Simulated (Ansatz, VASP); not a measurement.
# Cross-check of SbP between VASP and Ansatz

Aim: how closely do two programs agree when they are given the same cell, functional and k mesh? The cell is generated by rule, not measured, and may not be a known phase. The cell is taken from a series of runs on this material, whose earlier steps may have relaxed, scaled, displaced or heated it; both programs get it as it stands.

Method: plane waves, with VASP 6.6.1 beside it; single point at PBEsol, in Ansatz 0.2.0.

The structure was built from a prototype and need not be the compound's stable phase.

## 1. The structure

The structure is tetragonal, space group P4/nmm (No. 129). The conventional cell has a = 4.819 Å, b = 4.819 Å, c = 3.407 Å, α = 90.00°, β = 90.00°, γ = 90.00°. Nearest to Sb lie 8 P at 2.91 to 3.00 Å. P has 8 Sb at 2.91 to 3.00 Å nearest. Farther neighbours are not listed.

## 2. Ansatz: single point, PBEsol, pair 1

Ansatz runs on its default PAW (the set named soft_2) files.

A single point gives forces, pressure and levels at one fixed geometry, so differences don't come from the geometry; what else differs is listed under the comparison.

Contents of input.yaml:

```yaml
crystal:
  lattice:
    - [-3.4073349826, 0.0, 0.0]
    - [0.0, -3.4073349826, -3.4073349826]
    - [0.0, -3.4073349826, 3.4073349826]
  atoms:
    - { symbol: Sb, position: [0.0, 0.5, 0.5] }
    - { symbol: Sb, position: [0.0, 0.0, 0.0] }
    - { symbol: P, position: [0.4765212401, 1.0, 0.5] }
    - { symbol: P, position: [0.5234787599, 0.5, 0.0] }
kpoints:
  mp_grid: { grid: [12, 8, 8] }
hamiltonian:
  xc: pbesol
scf:
  occupations: { method: methfessel_paxton, width: 0.15 }
output:
  forces: true
  stress: true
  eigenvalues: true
```

The run is started by

```
ansatz run input.yaml --threads 4 --pin off --max-ram 7168MiB --backend cpu --events-out ev --progress --plain --runs-dir out
```

Numbers of over 12 decimals in the logs are rounded to 6 here.

What it wrote:

```text
Engine: ansatz 0.2.0, aarch64-unknown-linux-gnu
Pseudopotentials: kind: paw
Pseudopotential: Sb, paw, valence charge 15, recommended cutoff 420 eV (normal), Sb.paw.azcp
Pseudopotential: P, paw, valence charge 5, recommended cutoff 420 eV (normal), P.paw.azcp
Functional definition: PBEsol
  exchange = pbesol_x
  correlation = pbesol_c
Crystal: 4 atoms, lattice volume = 79.118 Å³
Basis set: ecut = 420 eV, 1519 PW (Γ), exchange–correlation on 48×72×72 points (8 copies of the dense FFT grid, shifted against one another)
Bands: 24, of which v1, the nominal top of the filled ones, is band 20 counted from 1 (19 counted from 0)
Symmetry: 16 space group operations
Space group: P4/nmm (ITA 129), of the structure as read, at distance tolerance 4.3e-5 Å
k-points: 105 of 768
Non-local potential: Sb, projectors of the file, l = 0: 2, l = 1: 2, l = 2: 2, l = 3: 2
Non-local potential: P, projectors of the file, l = 0: 2, l = 1: 2, l = 2: 2
PAW form: soft (Blöchl's): semilocal exchange-correlation on the pseudo side does not see the compensation charge
PAW frozen core: Sb, regenerated for the run's functional, and the local potential with it (the file was generated under x = pbe(κ = 0.804, μ = 0.219515), c = pbe(β = 0.066725))
PAW frozen core: P, regenerated for the run's functional, and the local potential with it (the file was generated under x = pbe(κ = 0.804, μ = 0.219515), c = pbe(β = 0.066725))
PAW one-centre angular grid: Sb, 590 points (default); XC on 64 Gauss nodes
PAW one-centre angular grid: P, 110 points (default); XC on 64 Gauss nodes
Initial density: superposition of atomic densities (neutral atoms: chi_scale 0, normalization atom), corrected by the library's trained network
Initial wavefunctions: pseudopotential atomic-orbital guess
Functional: x = pbesol(κ = 0.804, μ = 0.123457), c = pbesol(β = 0.046)
SCF iter   1: F=—  HF=-14294.725188 eV  |F-HF|=—  |Δ(HF+E_count)|=         —  Δρ=6.93e-3  dr2=7.83e-2  ethr=1.77e-3  ⟨swp⟩=8.3  Hψ=28257  notcnv=0
automatic band count: the SCF goes on with 28 bands, as 24 were too few: the levels above may hold too much charge
preconditioner: auto → Kerker (q_TF=auto, 2.435 Å⁻¹)  [metal: Δε(μ)=0.014 eV  Ē_g=9.503 eV  σ=0.150 eV  W_gap=0.08  n_scr=18 (ndim 8)  ℏωp=18.7 eV  f_vac=0.000  D(μ)=3.22/eV (n_scr^D=30)]
SCF iter   2: F=—  HF=-14294.706616 eV  |F-HF|=—  |Δ(HF+E_count)|=   1.86e-2  S|Δr|=    0.00e0  Δρ=3.24e-3  dr2=1.56e-2  ethr=1.96e-4  ⟨swp⟩=1.0  Hψ=3788  notcnv=0
SCF iter   3: F=—  HF=-14294.702417 eV  |F-HF|=—  |Δ(HF+E_count)|=   4.20e-3  S|Δr|=    0.00e0  Δρ=4.26e-4  dr2=1.26e-4  ethr=3.89e-5  ⟨swp⟩=2.3  Hψ=3467  notcnv=0
SCF iter   4: F=—  HF=-14294.702386 eV  |F-HF|=—  |Δ(HF+E_count)|=   3.10e-5  S|Δr|=    0.00e0  Δρ=1.80e-4  dr2=1.82e-5  ethr=3.15e-7  ⟨swp⟩=2.5  Hψ=4477  notcnv=0
SCF iter   5: F=—  HF=-14294.702385 eV  |F-HF|=—  |Δ(HF+E_count)|=   1.59e-6  S|Δr|=    0.00e0  Δρ=2.89e-5  dr2=6.27e-7  ethr=4.54e-8  ⟨swp⟩=2.5  Hψ=4332  notcnv=0
SCF iter   6: F=-14294.702384 eV  HF=-14294.702385 eV  |F-HF|=6.36e-9  |Δ(HF+E_count)|=   9.86e-8  S|Δr|=    0.00e0  Δρ=5.57e-6  dr2=2.41e-8  ethr=2.50e-10  ⟨swp⟩=10.1  Hψ=14211  notcnv=0
SCF 1 converged in 6 iterations: F = -14294.702384 eV  dr2 = 2.41e-8
  greatest PAW one-centre occupation: 0.997 electrons in one spin orbital (limit 2), on the Sb atom at site 1 (counted from 0), in its partial waves of l = 2
SCF converged after 6 iterations
Stability not checked: this state was not tested for a lower state beside it, because cold or Methfessel-Paxton smearing, or corrected tetrahedra, fill the levels in a way that the test cannot read (fill_not_monotonic; see scf.lower_state_search)
Free energy (F): -14294.702384 eV
Harris-Foulkes:  -14294.702385 eV  (|F-HF|=6.36e-9)
Internal energy: -14294.699598 eV  (E = F + TS)
E sigma→0 (E₀):  -14294.701688 eV
Entropy (-TS):   -0.002786 eV (-0.697 meV/atom)
Fermi energy:    11.915633 eV
--- Per-component energies (eV) ---
  E_band       = -223.080766
  E_kinetic    = 553.974736
  E_local      = -3015.327277  (includes V_loc(G=0)·N_el)
  E_nonlocal   = 795.568144
  E_hartree    = 1379.626094
  E_xc         = -397.860211
  E_vxc        = -315.819318  (∫ρ·V_xc dr)
  E_paw        = -10106.087989  (= ΣΔE_a)
  E_vpaw       = -1000.728062  (= ΣTr[D̂ρ^β])
  E_aug_tail   = 0.000003  (compensation charges beyond the density's cutoff)
  E_ewald      = -3505.349004
  E_core_change = 0.755906  (= ΣΔE_core)
  E_smearing   = -0.002786  (= −TS)
  E_closure    = -0.000000  (closes the sum)
  Σ components = -14294.702384   (vs F -14294.702384, Δ=0.00e0)
--- Forces (eV/Å), atoms counted from 1 ---
  atom   1  Sb     0.00000000    -0.00000000    -0.00000000
  atom   2  Sb     0.00000000     0.00000000     0.00000000
  atom   3  P      0.13294456    -0.00000000     0.00000000
  atom   4  P     -0.13294456     0.00000000     0.00000000
  max |Σ_I F_I| component: 5.55e-17 eV/Å
--- Stress (GPa, compression-positive) ---
       -0.309288      -0.000000       0.000000
       -0.000000       0.324256       0.000000
       -0.000000       0.000000       0.324256
  P = ⅓ Tr σ = 0.1131 GPa (1.131 kbar)
--- Band table (eV; the first three rows and the last of 105) ---
  k-point 0: bands = [... 16 lower, 9.6731, 9.6731, 9.7186, 12.7578, 14.9449, 15.0439, 15.5936, 16.3274, ... 4 higher]
  k-point 1: bands = [... 16 lower, 9.3273, 9.8154, 10.1117, 12.7047, 15.1956, 15.4084, 15.4225, 15.7953, ... 4 higher]
  k-point 2: bands = [... 16 lower, 8.5548, 10.1017, 10.9641, 12.4480, 14.8290, 14.9971, 15.7848, 16.3706, ... 4 higher]
  k-point 104: bands = [... 16 lower, 5.4078, 5.4078, 12.8431, 12.8431, 15.5822, 15.5822, 16.2906, 16.2906, ... 4 higher]
```

Reading the cycles: dr2 is the Hartree energy of the density residual (eV), the measure of convergence; HF is the Harris–Foulkes estimate of the energy, which meets the free energy F at convergence.

The run ends at a pressure of 0.11 GPa, with forces up to 0.13 eV/Å.

## 3. VASP: single point, PBEsol, pair 1

The same cell, functional, mesh and smearing now go to VASP, with its own data sets.

Lines of VASP's logs that name or quote its potential files are left out, and so is its time.

Contents of INCAR:

```
SYSTEM = SbP
PREC = Accurate
ENCUT = 500
EDIFF = 1E-06
NELM = 120
ISMEAR = 1
SIGMA = 0.15
LREAL = .FALSE.
ALGO = Normal
GGA = PS
NBANDS = 16
LORBIT = 11
LWAVE = .FALSE.
LCHARG = .FALSE.
ISIF = 2
LASPH = .TRUE.
GGA_COMPAT = .FALSE.
KPAR = 2
```

Contents of POSCAR:

```
SbP
1.0
   -3.4073349826      0.0000000000      0.0000000000
    0.0000000000     -3.4073349826     -3.4073349826
    0.0000000000     -3.4073349826      3.4073349826
Sb P
2 2
Direct
    0.0000000000      0.5000000000      0.5000000000
    0.0000000000      1.0000000000      0.0000000000
    0.4765212401      1.0000000000      0.5000000000
    0.5234787599      0.5000000000      0.0000000000
```

Contents of KPOINTS:

```
Automatic mesh
0
Gamma
12 8 8
0 0 0
```

Potentials, in the order of the species: Sb and P (PBE family, release 64).

The run is started by

```
mpirun -np 2 vasp_std
```

What it wrote:

```text
[banner, memory and clock lines left out]
running    2 mpi-ranks, on    1 nodes
 distrk:  each k-point on    1 cores,    2 groups
 distr:  one band on    1 cores,    1 groups

 POSCAR found type information on POSCAR SbP
 POSCAR found :  2 types and       4 ions
|                                                                             |
|               ----> ADVICE to this user running VASP <----                  |
|                                                                             |
|     You enforced a specific xc type in the INCAR file but a different       |
|     [... a line on the potential file left out ...]
|     I HOPE YOU KNOW WHAT YOU ARE DOING!                                     |
|                                                                             |

 LDA part: xc-table for (Slater+PW92), standard interpolation
 POSCAR, INCAR and KPOINTS ok, starting setup
 FFT: planning ... GRIDC
 FFT: planning ... GRID_SOFT
 FFT: planning ... GRID
 WAVECAR not read
 entering main loop
       N       E                     dE             d eps       ncg     rms          rms(c)
DAV:   1     0.749678524171E+02    0.74968E+02   -0.73726E+03  3360   0.992E+02
DAV:   2    -0.150745339414E+02   -0.90042E+02   -0.87132E+02  4680   0.167E+02
DAV:   3    -0.193213670349E+02   -0.42468E+01   -0.41943E+01  4184   0.398E+01
DAV:   4    -0.193646590158E+02   -0.43292E-01   -0.43209E-01  4056   0.467E+00
DAV:   5    -0.193652929872E+02   -0.63397E-03   -0.63384E-03  4112   0.550E-01    0.540E+00
DAV:   6    -0.191206623604E+02    0.24463E+00   -0.56540E-01  3632   0.348E+00    0.326E+00
DAV:   7    -0.191133406040E+02    0.73218E-02   -0.10168E-01  4016   0.158E+00    0.118E+00
DAV:   8    -0.191092908388E+02    0.40498E-02   -0.78178E-03  3624   0.453E-01    0.326E-01
DAV:   9    -0.191088834586E+02    0.40738E-03   -0.11590E-03  4136   0.210E-01    0.755E-02
DAV:  10    -0.191088912118E+02   -0.77532E-05   -0.89345E-05  3704   0.528E-02    0.359E-02
DAV:  11    -0.191088886997E+02    0.25122E-05   -0.24035E-05  3704   0.243E-02    0.758E-03
DAV:  12    -0.191088878256E+02    0.87406E-06   -0.41627E-06  3400   0.117E-02
   1 F= -.19108888E+02 E0= -.19107948E+02  d E =-.281914E-02
```

Parts of OUTCAR (step 3):

```text
ion  position               nearest neighbor table
   1  0.000  0.500  0.500-   3 2.91   4 2.91   4 2.91   3 2.91   4 3.00   4 3.00   3 3.00   3 3.00
                             2 3.41   2 3.41   2 3.41   2 3.41
   2  0.000  0.000  0.000-   3 2.91   4 2.91   3 2.91   4 2.91   4 3.00   4 3.00   3 3.00   3 3.00
                             1 3.41   1 3.41   1 3.41   1 3.41
   3  0.477  0.000  0.500-   1 2.91   2 2.91   2 2.91   1 2.91   1 3.00   2 3.00   2 3.00   1 3.00

  LATTYP: Found a simple tetragonal cell.
 ALAT       =     4.8186993439
 C/A-ratio  =     0.7071067812

 Subroutine GETGRP returns: Found 16 space group operations
 (whereof  8 operations were pure point group operations)

The static configuration has the point symmetry D_2d.
 The point group associated with its full space group is D_4h.

 Found    105 irreducible k-points:

   k-points           NKPTS =    105   k-points in BZ     NKDIM =    105   number of bands    NBANDS=     16

   dimension x,y,z NGX =    28 NGY =   36 NGZ =   36
   dimension x,y,z NGXF=    56 NGYF=   72 NGZF=   72

   ENCUT  =  500.0 eV  36.75 Ry    6.06 a.u.   6.21  8.79  8.79*2*pi/ulx,y,z

   NELECT =      20.0000    total number of electrons

 k-points in reciprocal lattice and weights: Automatic mesh
   0.00000000  0.00000000  0.00000000       0.001
   0.08333333  0.00000000  0.00000000       0.003
   0.16666667  0.00000000  0.00000000       0.003
   0.25000000  0.00000000  0.00000000       0.003
   0.33333333  0.00000000  0.00000000       0.003
   0.41666667  0.00000000  0.00000000       0.003
   0.50000000  0.00000000  0.00000000       0.001
   0.00000000  0.12500000  0.00000000       0.005
   0.08333333  0.12500000  0.00000000       0.010
[...]
0.41666667  0.50000000  0.50000000       0.003
   0.50000000  0.50000000  0.50000000       0.001

 average (electrostatic) potential at core
       1 -83.6664       2 -83.6664       3 -79.5319       4 -79.5319

 E-fermi :   9.2715

 k-point     1 :       0.0000    0.0000    0.0000
  band No.  band energies     occupation
    ...
      5       2.7318      2.00000
      6       4.2937      2.00000
      7       7.0244      2.00000
      8       7.0244      2.00000
      9       7.0699      2.00000
     10      10.1124     -0.00000
     11      12.2950      0.00000
     12      12.3941      0.00000
     13      12.9515      0.00000
     14      13.6857      0.00000
    ...

 k-point     2 :       0.0833    0.0000    0.0000
  band No.  band energies     occupation
    ...
      5       2.8242      2.00000
      6       3.8806      2.00000
      7       7.1044      2.00000
      8       7.1093      2.00000
      9       7.1093      2.00000
     10       9.7022     -0.00038
     11      12.1387     -0.00000
     12      12.3715      0.00000
     13      12.8470      0.00000
     14      12.8470      0.00000
    ...

 k-point     3 :       0.1667    0.0000    0.0000
  band No.  band energies     occupation
    ...
      6       3.1008      2.00000
      7       7.2750      2.00000
      8       7.3605      2.00000
      9       7.3605      2.00000
     10       8.7636      2.00002
     11      10.5832     -0.00000
     12      11.3766     -0.00000
     13      11.3766     -0.00000
     14      12.6001      0.00000
     15      13.8009      0.00000
    ...

  Total       -0.1766298      0.1355437      0.1355437     -0.0000000      0.0000000      0.0000000
  in kB       -3.5768455      2.7448306      2.7448306     -0.0000000      0.0000000      0.0000000
  external PRESSURE =       0.6376053 kB  Pullay stress =       0.0000000 kB

  energy-cutoff  :      500.00
  volume of cell :       79.12
      direct lattice vectors                 reciprocal lattice vectors
    -3.407334983  0.000000000  0.000000000    -0.293484499  0.000000000  0.000000000
     0.000000000 -3.407334983 -3.407334983     0.000000000 -0.146742249 -0.146742249
     0.000000000 -3.407334983  3.407334983     0.000000000 -0.146742249  0.146742249

 POSITION                                       TOTAL-FORCE (eV/Angst)
 -----------------------------------------------------------------------------------
      0.00000     -3.40733      0.00000         0.000000      0.000000      0.000000
      0.00000      0.00000      0.00000         0.000000      0.000000      0.000000
     -1.62367     -1.70367      1.70367         0.131329      0.000000      0.000000
     -1.78367     -1.70367     -1.70367        -0.131329     -0.000000     -0.000000
 -----------------------------------------------------------------------------------
    total drift:                                0.000000      0.000000      0.000000

  FREE ENERGIE OF THE ION-ELECTRON SYSTEM (eV)
  ---------------------------------------------------
  free  energy   TOTEN  =       -19.1088878256 eV

  energy  without entropy=      -19.1060686870  energy(sigma->0) =      -19.10794811

 total charge
# of ion       s       p       d       tot
------------------------------------------
    1        1.257   0.997   0.066   2.320
    2        1.257   0.997   0.066   2.320
    3        1.126   1.251   0.000   2.377
    4        1.126   1.251   0.000   2.377
--------------------------------------------------
tot          4.767   4.495   0.132   9.394

[... 3 further parts left out ...]
```

The run ends at a pressure of 0.06 GPa, with forces up to 0.13 eV/Å.

## 4. Differences

Known differences besides the potentials themselves: the data sets hold 40 valence electrons in Ansatz (on its default PAW (the set named soft_2) files) and 20 in VASP; the cutoff is 420 eV in Ansatz and 500 eV in VASP; Ansatz makes its cores anew for this functional, VASP keeps those of its PBE data sets. Total energies have different zeros and are not compared.

The two programs side by side:

| quantity | Ansatz | VASP | difference |
| --- | --- | --- | --- |
| pressure (GPa) | 0.11 | 0.06 | +0.05 |

Forces (eV/Å; atoms numbered as in POSCAR):

| atom | Ansatz x, y, z | VASP x, y, z |
| --- | --- | --- |
| Sb1 | 0.000, 0.000, 0.000 | 0.000, 0.000, 0.000 |
| Sb2 | 0.000, 0.000, 0.000 | 0.000, 0.000, 0.000 |
| P3 | 0.133, 0.000, 0.000 | 0.131, 0.000, 0.000 |
| P4 | -0.133, 0.000, 0.000 | -0.131, 0.000, 0.000 |

The forces differ by 0.7 meV/Å r.m.s., which is 1.2 % of the r.m.s. force of 0.054 eV/Å (both taken over all components).

## 5. VASP: single point, PBEsol, pair 2

A single point gives forces, pressure and levels at one fixed geometry, so differences don't come from the geometry; what else differs is listed under the comparison.

INCAR is that of step 3.

POSCAR: that of step 3 with these lines changed.

```diff
@@ -10,3 +10,3 @@
     0.0000000000      1.0000000000      0.0000000000
-    0.4765212401      1.0000000000      0.5000000000
-    0.5234787599      0.5000000000      0.0000000000
+    0.4589121702      1.0000000000      0.5000000000
+    0.5410878298      0.5000000000      0.0000000000
```

KPOINTS is that of step 3.

The run is started by

```
mpirun -np 2 vasp_std
```

What it wrote:

```text
[banner, memory and clock lines left out]
running    2 mpi-ranks, on    1 nodes
[...]
[... a notice as in an earlier step ...]

 LDA part: xc-table for (Slater+PW92), standard interpolation
 POSCAR, INCAR and KPOINTS ok, starting setup
[...]
entering main loop
       N       E                     dE             d eps       ncg     rms          rms(c)
DAV:   1     0.750869675264E+02    0.75087E+02   -0.73739E+03  3360   0.992E+02
DAV:   2    -0.150633886728E+02   -0.90150E+02   -0.87245E+02  4656   0.167E+02
DAV:   3    -0.193385672440E+02   -0.42752E+01   -0.42225E+01  4216   0.399E+01
DAV:   4    -0.193818801320E+02   -0.43313E-01   -0.43256E-01  4104   0.469E+00
[...]
DAV:  10    -0.191306176019E+02   -0.73559E-05   -0.81572E-05  3680   0.496E-02    0.359E-02
DAV:  11    -0.191306151277E+02    0.24743E-05   -0.21580E-05  3704   0.232E-02    0.701E-03
DAV:  12    -0.191306143128E+02    0.81490E-06   -0.37154E-06  3168   0.112E-02
   1 F= -.19130614E+02 E0= -.19130413E+02  d E =-.602450E-03
```

Parts of OUTCAR (step 5):

```text
  Total        0.0311038      0.3085375      0.3085375      0.0000000      0.0000000      0.0000000
  in kB        0.6298685      6.2480434      6.2480434      0.0000000      0.0000000      0.0000000
  external PRESSURE =       4.3753184 kB  Pullay stress =       0.0000000 kB

 POSITION                                       TOTAL-FORCE (eV/Angst)
 -----------------------------------------------------------------------------------
      0.00000     -3.40733      0.00000         0.000000      0.000000      0.000000
      0.00000      0.00000      0.00000         0.000000      0.000000      0.000000
     -1.56367     -1.70367      1.70367         0.221701     -0.000000     -0.000000
     -1.84367     -1.70367     -1.70367        -0.221701      0.000000      0.000000
 -----------------------------------------------------------------------------------
    total drift:                                0.000000      0.000000      0.000000

  FREE ENERGIE OF THE ION-ELECTRON SYSTEM (eV)
  ---------------------------------------------------
  free  energy   TOTEN  =       -19.1306143128 eV

  energy  without entropy=      -19.1300118626  energy(sigma->0) =      -19.13041350

[... 2 parts as in an earlier step ...]

[... 1 further part left out ...]
[key lines of the parts left out:]
E-fermi :   9.2907
```

The run ends at a pressure of 0.44 GPa, with forces up to 0.22 eV/Å.

(Part 1 of 2 ends here.)

[Lines on the potential files, build, host, timing and source positions are cut from VASP's logs without a mark.]

[Logs are printed without paths, hosts, clocks, repeated set-up lines and the standing remarks that a program may print on its own settings, such as how far it seeks lower states.]

[Hosts, paths, dates, database ids (printed as entryN), source tags and the programs' standing remarks are cut or masked in the printed files.]
